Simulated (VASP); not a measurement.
Calculation: PBE GGA, VASP's PBE PAW potentials (set 64) (plane waves; VASP 6.6.1).

A VASP calculation is set up with these files.

### KPOINTS
```
Automatic mesh
0
gamma
  10 10 10
0 0 0
```

### INCAR
```
LWAVE  =  F
ENCUT  =  300   # plane-wave cut-off (eV)
PREC  =  Accurate
LCHARG  =  F
ALGO  =  Normal
LREAL  =  F   # projection in real space or not
LMAXMIX  =  6   # l cut-off of mixed one-centre charges
ISIF  =  2   # forces and stress, cell fixed
EDIFF  =  1E-6
LASPH  =  T   # aspherical one-centre terms
NELM  =  100
SYSTEM  =  Ce
ISMEAR  =  1   # Methfessel-Paxton
SIGMA  =  0.272
GGA  =  PE
```

### POSCAR
```
Ce
4.7644760
  0.0000000000   0.5000000000   0.5000000000
  0.5000000000   0.0000000000   0.5000000000
  0.5000000000   0.5000000000   0.0000000000
Ce
1
direct
  0.0000000000   0.0000000000   0.0000000000
```

POTCAR, in this order: Ce (PBE.64 set). Program: vasp_std.

Question: What will the output report for the number of irreducible k-points (NKPTS), largest plane-wave count, number of space-group operations, FFT grid (NGX, NGY, NGZ)?

Answer: 
```
Item                                          Result
--------------------------------------  ------------
number of irreducible k-points (NKPTS)            47
largest plane-wave count                         332
number of space-group operations                  48
FFT grid (NGX, NGY, NGZ)                20 × 20 × 20
```

The structure comes from a computed database's Ce entry; how it stands against other phases isn't given here. The cell was not relaxed at this level. The run is one of a series of settings (KPOINTS 10×10×10 Γ-centred mesh against the base run), some of them coarse on purpose. The run is not spin-polarised, so no magnetic state was tried.
